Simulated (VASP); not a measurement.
Consider the following.

```xyz
2
Lattice="2.7616 0.0000 0.0000 0.0000 2.7616 0.0000 0.0000 0.0000 2.7616" Properties=species:S:1:pos:R:3 pbc="T T T"
Al     1.3808     1.3808     1.3808
Fe     0.0000     0.0000     0.0000
```

Method: PBEsol GGA, VASP's PBE PAW potentials (set 64) (plane waves; VASP). Numerical set-up: 500 eV cut-off, 13×13×13 Γ-centred mesh, first-order Methfessel-Paxton smearing of 0.10 eV, potentials Al Fe.

Energy and stress use the plane-wave basis of the starting cell.

Task: The ions, cell shape and volume at an external pressure of 30.0 GPa are relaxed. Give the cell that the relaxation ends in.

Result: 
```xyz
2
Lattice="2.7304 0.0000 0.0000 0.0000 2.7304 0.0000 0.0000 0.0000 2.7304" Properties=species:S:1:pos:R:3 pbc="T T T"
Al     1.3652     1.3652     1.3652
Fe     0.0000     0.0000     0.0000
```
Space group Pm-3m (221), at a tolerance of 0.03 Å.

Task: How do energy and volume change from the first to the last step?

Result: The energy (σ→0) changes by +54.2 meV/atom and the volume by -3.3 %, in 3 ionic steps.

The compound is FeAl in the CsCl type structure. This run relaxes it under an external pressure of 30 GPa. Symmetry was kept, so distortions that lower it aren't found. The run is not spin-polarised, so no magnetic state was tried. The electron count is odd and the run is not spin-polarised, which forces a metal.
